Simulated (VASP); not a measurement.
Energy against volume of KCl (rock salt). These are TPSS meta-GGA, VASP's PBE PAW potentials (set 64) (plane waves; VASP) values and carry that method's errors. Settings: 520 eV cut-off, 7×7×7 Γ-centred mesh, Gaussian smearing of 0.050 eV, potentials K_sv Cl.

```json
[
 {"V (Å³/atom)": "32.142", "E (eV/atom)": "-9.41385"},
 {"V (Å³/atom)": "33.136", "E (eV/atom)": "-9.41571"},
 {"V (Å³/atom)": "34.130", "E (eV/atom)": "-9.41407"},
 {"V (Å³/atom)": "35.124", "E (eV/atom)": "-9.41061"}
]
```

Problem. Fit these four points and predict the energy of the run at 31.148 Å³/atom.

Solution. A cubic in V^(−2/3), the third-order Birch-Murnaghan form, passes through the four points with V0 = 33.08 Å³/atom and B0 = 19 GPa, and gives -9.4063 eV/atom there. The run gave -9.4091 eV/atom, -2.8 meV/atom from the fit; all five points give B0 = 15 GPa.

The compound is KCl in the rock salt structure. It was relaxed first, which changed the volume by +7 %.
